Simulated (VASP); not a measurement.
Data:

```
NaF2H
1.0
    1.72006     0.99308     4.61702
   -1.72006     0.99308     4.61702
    0.00000    -1.98615     4.61702
Na H F
1 1 2
Direct
  0.00000   0.00000   0.00000
  0.50000   0.50000   0.50000
  0.58258   0.58258   0.58258
  0.41742   0.41742   0.41742
```

The numbers are results of PBEsol GGA, VASP's PBE PAW potentials (set 64) (plane waves; VASP 6.6.1), not measurements. Numerical set-up: 520 eV cut-off, 7×7×7 Γ-centred mesh, Gaussian smearing of 0.050 eV, potentials Na_pv H F.

**Question.** Estimate the energy per atom (σ→0).

**Answer.** 
| Quantity | Result |
|---|---|
| energy per atom (σ→0) | -4.425 eV/atom |

The absolute energy has meaning only against runs of the same code, potentials and settings.

The structure comes from a computed database's NaHF2 entry (R-3m); how it stands against other phases isn't given here. It was relaxed first. The start is the result of an earlier pass.
